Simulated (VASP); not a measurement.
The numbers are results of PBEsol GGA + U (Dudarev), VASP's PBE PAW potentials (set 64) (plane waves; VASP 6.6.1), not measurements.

VASP ran on this input.

**INCAR**
```
SYSTEM = TaN
PREC = Accurate
ENCUT = 400
EDIFF = 1E-6
NELM = 100
ALGO = Normal
LREAL = .FALSE.
LASPH = .TRUE.
ISMEAR = -1
SIGMA = 0.1
GGA = PS
LMAXMIX = 6
LWAVE = .FALSE.
LCHARG = .FALSE.
ISIF = 2
LDAU = .TRUE.
LDAUTYPE = 2
LDAUL = 2 -1
LDAUU = 2.0 0
LDAUJ = 0 0
```

File POSCAR:
```
TaN
2.939940
  1.0000000000   0.0000000000   0.0000000000
 -0.5000000000   0.8660254971   0.0000000000
  0.0000000000   0.0000000000   0.9830744845
Ta N
1 1
Cart
  0.0000000000   0.0000000000   0.4915372423
  0.5000005000   0.2886748770   0.0000000000
```

**KPOINTS**
```
K-points
0
G
9 9 8
0 0 0
```

POTCAR, in this order: Ta_pv N (PBE.64 set). Program: vasp_std.

At this cut-off the stress carries a Pulay error, which pulls relaxed volumes low. Unless said otherwise, spin-orbit coupling is left out, though it shifts the bands of the heavy elements here.

Q: Estimate the energy per atom (σ→0), pressure, band gap (on the k-mesh).

A: 
```yaml
energy per atom (σ→0): -10988 meV/atom
band gap (on the k-mesh): none (metal, semimetal or under 0.01 eV)
pressure: -2.40 GPa
```

File OSZICAR:
```
...
DAV:   6    -0.221148967248E+02    0.24082E+01   -0.82636E+00  1680   0.284E+01    0.102E+01
DAV:   7    -0.220134283923E+02    0.10147E+00   -0.43783E-01  1616   0.609E+00    0.648E+00
DAV:   8    -0.219818601121E+02    0.31568E-01   -0.15961E-01  1564   0.379E+00    0.891E-01
DAV:   9    -0.219775117518E+02    0.43484E-02   -0.18541E-02  1652   0.110E+00    0.279E-01
DAV:  10    -0.219774064355E+02    0.10532E-03   -0.15305E-03  1688   0.444E-01    0.505E-02
DAV:  11    -0.219773625888E+02    0.43847E-04   -0.13193E-04  1644   0.118E-01    0.157E-02
DAV:  12    -0.219773619163E+02    0.67249E-06   -0.54904E-06  1592   0.249E-02
   1 F= -.21977362E+02 E0= -.21976014E+02  d E =-.269545E-02
```

The structure comes from a computed database's TaN entry (P-6m2); how it stands against other phases isn't given here. The cell was not relaxed at this level. The run is one of a series of settings (LDAU = .TRUE., LDAUJ = 0 0, LDAUL = 2 -1, LDAUTYPE = 2, LDAUU = 2.0 0 against the base run), some of them coarse on purpose.
